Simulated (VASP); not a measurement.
# B2P: single point with PBE

B2P:

```xyz
3
Lattice="1.5151 0.8748 3.9249 -1.5151 0.8748 3.9249 0.0000 -1.7495 3.9249" Properties=species:S:1:pos:R:3 pbc="T T T"
B    -0.0223   -0.0381    5.0347
B     0.0391    0.0059    6.7419
P     0.0167   -0.0018    0.0054
```

The cell was built by a generator and needn't be a form met in nature.

The cell isn't the ideal one: atoms moved at random, drawn with an rms of 0.05 Å.

| Quantity | Value |
| --- | --- |
| Program | VASP 6.6.1 |
| Task | single point |
| Functional | PBE |
| Potentials or basis | VASP PAW PBE potentials, release 64 (B, P) |
| Cutoff | 520 eV |
| k mesh | 10 × 10 × 10 |
| Occupations | fermi-dirac, width 0.05 eV |
| Spin | no spin polarisation |
| Further INCAR settings | ALGO = Normal; EDIFF = 1e-07; NBANDS = 12 |

```yaml
Pressure: -0.1 GPa
Largest_force: 0.921 eV/Å
Band_gap_on_the_k_mesh: none (metal or under the smearing width)
```

Forces in eV/Å, atoms in the order of the input:
```
B    0.216  0.192  0.875
B   -0.203 -0.127 -0.836
P   -0.013 -0.064 -0.038
```

Stress tensor (GPa, compression positive):
```
 0.99 -0.56  0.39
-0.56  1.91  0.36
 0.39  0.36 -3.27
```

Levels at points of the mesh, in eV from the Fermi level:
```tsv
k point	band 1	band 2	band 3	band 4	band 5	band 6	band 7	band 8	band 9	band 10
(0.00, 0.00, 0.00)	-15.86	-6.63	-6.39	-0.20	0.22	2.84	2.91	5.90	6.38	6.55
(0.50, 0.00, 0.00)	-11.78	-10.13	-5.28	-2.82	-2.48	-2.25	0.69	1.69	5.42	7.96
(0.00, 0.50, 0.00)	-11.70	-10.23	-5.41	-2.86	-2.51	-2.08	0.74	1.70	5.58	8.02
(0.00, 0.00, 0.50)	-11.69	-10.24	-5.42	-2.86	-2.48	-2.09	0.76	1.69	5.60	8.04
(0.50, 0.50, 0.00)	-11.46	-9.66	-6.39	-5.76	-3.29	0.08	3.39	4.12	6.83	8.07
(0.50, 0.00, 0.50)	-11.47	-9.64	-6.39	-5.77	-3.30	0.09	3.35	4.14	6.83	8.08
(0.00, 0.50, 0.50)	-11.56	-9.48	-6.37	-5.78	-3.38	0.16	3.48	3.80	6.92	8.14
(0.50, 0.50, 0.50)	-15.21	-10.79	-0.56	0.48	0.90	1.00	1.04	5.82	7.61	7.73
```

It took 5.4 min on 1 thread of Intel(R) Xeon(R) Platinum 8488C (Sapphire Rapids) (shared host), peak memory 0.31 GiB.
